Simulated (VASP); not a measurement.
Consider the following.

```xyz
1
Lattice="-2.8450 2.8450 2.8450 2.8450 -2.8450 2.8450 2.8450 2.8450 -2.8450" Properties=species:S:1:pos:R:3 pbc="T T T"
Cs     0.0000     0.0000     0.0000
```

Calculation: LDA (Ceperley-Alder, Perdew-Zunger), VASP's LDA PAW potentials (set 64) (plane waves; VASP 6.6.1). Run with 520 eV cut-off, 9×9×9 Γ-centred mesh, first-order Methfessel-Paxton smearing of 0.10 eV, potentials Cs_sv.

Unless said otherwise, spin-orbit coupling is left out, though it shifts the bands of the heavy elements here.

**Question.** What does the run give for the energy per atom (σ→0), band gap (on the k-mesh) with the smallest direct gap where there is one?

**Answer.** 
The band gap (on the k-mesh) is none (metal, semimetal or under 0.01 eV). The energy per atom (σ→0) is -0.992 eV/atom.

Only differences to runs with the same potentials and settings are physical.

The compound is Cs in the bcc structure. This cell is one point of a volume scan, at 0.97 of the reference volume.
